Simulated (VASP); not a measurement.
Given:

```
CELL_PARAMETERS angstrom
      3.99000     0.00000     0.00000
      0.00000     3.99000     0.00000
      0.00000     0.00000     4.04000
ATOMIC_POSITIONS crystal
  Ba 0.00000 0.00000 0.00000
  Ti 0.50000 0.50000 0.51300
  O  0.50000 0.50000 0.97700
  O  0.00000 0.50000 0.48700
  O  0.50000 0.00000 0.48700
```

Calculation: PBE GGA, VASP's PBE PAW potentials (set 64) (plane waves; VASP). Numerical set-up: 400 eV cut-off, 7×7×7 Γ-centred mesh, Fermi-Dirac smearing of 0.050 eV, potentials Ba_sv Ti_sv O.

Task: Estimate the energy per atom (σ→0), largest force.

Result: 
```yaml
energy per atom (σ→0): -772.6 kJ/mol-atom
largest_force: 0.156 eV/Å
```

The absolute energy has meaning only against runs of the same code, potentials and settings.

The structure is a typed BaTiO3 crystal. The cell was not relaxed at this level.
